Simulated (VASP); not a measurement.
Computed with rev-vdW-DF2, VASP's PBE PAW potentials (set 64) (plane waves; VASP).

The input files of a VASP run:

File POSCAR:
```
LiCl
1
    0.0000000000     2.5700000000     2.5700000000
    2.5700000000     0.0000000000     2.5700000000
    2.5700000000     2.5700000000     0.0000000000
Li Cl
1 1
Direct
  0.0000000000   0.0000000000   0.0000000000
  0.5000000000   0.5000000000   0.5000000000
```

File KPOINTS:
```
kpoints
0
G
8 8 8
```

**INCAR**
```
AGGAC  =  0.0
ALGO  =  Normal
EDIFF  =  1E-6
EDIFFG  =  -0.01
ENCUT  =  520
GGA  =  MK
IBRION  =  2
ISIF  =  3
ISMEAR  =  0
LASPH  =  .True.
LCHARG  =  .False.
LREAL  =  .False.
LUSE_VDW  =  .True.
LWAVE  =  .False.
NELM  =  100
NSW  =  60
PARAM1  =  0.1234568
PARAM2  =  0.7114
PREC  =  Accurate
SIGMA  =  0.05
SYSTEM  =  LiCl
ZAB_VDW  =  -1.8867
```

POTCAR, in this order: Li_sv Cl (PBE.64 set). Program: vasp_std.

Energy and stress use the plane-wave basis of the starting cell.

Question: Predict the energy per atom (σ→0), volume per atom, band gap (on the k-mesh).

Answer: 
```yaml
energy per atom (σ→0): -256.1 kJ/mol-atom
band gap (on the k-mesh): 6.43 eV
volume_per_atom: 16.53 Å³/atom
```

File OSZICAR:
```
...
DAV:   1    -0.531604103496E+01   -0.84060E-02   -0.15492E-01   522   0.297E+00    0.589E-01
DAV:   2    -0.530905630310E+01    0.69847E-02   -0.18819E-02   648   0.961E-01    0.204E-01
DAV:   3    -0.530825568601E+01    0.80062E-03   -0.33291E-03   542   0.375E-01    0.124E-01
DAV:   4    -0.530825652284E+01   -0.83683E-06   -0.97201E-05   911   0.969E-02    0.231E-02
DAV:   5    -0.530826092430E+01   -0.44015E-05   -0.12205E-05   663   0.322E-02    0.789E-03
DAV:   6    -0.530825967214E+01    0.12522E-05   -0.42308E-07   326   0.846E-03    0.257E-03
DAV:   7    -0.530825967751E+01   -0.53661E-08   -0.15369E-07   261   0.396E-03
   3 F= -.53082597E+01 E0= -.53082597E+01  d E =-.257508E-02
```

The compound is LiCl in the rock salt structure. This run relaxes it. Symmetry was kept, so distortions that lower it aren't found.
